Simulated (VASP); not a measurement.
A run of VASP 6.6.1 is set up as follows.

File INCAR:

```
SYSTEM = ZnCSe3
ALGO = Normal
EDIFF = 1E-7
ENCUT = 520
GGA = PE
ISIF = 2
ISMEAR = 0
LASPH = .True.
LCHARG = .False.
LREAL = .False.
LWAVE = .False.
NBANDS = 25
NELM = 100
PREC = Accurate
SIGMA = 0.05
```

Contents of KPOINTS:

```
k-points
0
Gamma
  4 4 4
  0 0 0
```

Contents of POSCAR:

```
ZnCSe3
1.0
    4.4653269371      0.0000000000      0.0000000000
    0.0000000000      4.4653269371      0.0000000000
    0.0000000000      0.0000000000      4.4653269371
Zn C Se
1 1 3
Direct
    0.0000000000      0.0000000000      0.0000000000
    0.5000000000      0.5000000000      0.5000000000
    0.5000000000      0.5000000000      0.0000000000
    0.5000000000      0.0000000000      0.5000000000
    0.0000000000      0.5000000000      0.5000000000
```

Potentials or basis: VASP PAW PBE potentials, release 64 (Zn, C, Se).

Launch:

```sh
$ cat potpaw_PBE.64/Zn/POTCAR potpaw_PBE.64/C/POTCAR potpaw_PBE.64/Se/POTCAR > POTCAR
$ mpirun -np 1 vasp_std > vasp.out
```

Task: What does it give for the pressure?

Result: 0.1 GPa.

Task: Estimate the band gap on the k mesh.

Result: None (metal or under the smearing width).
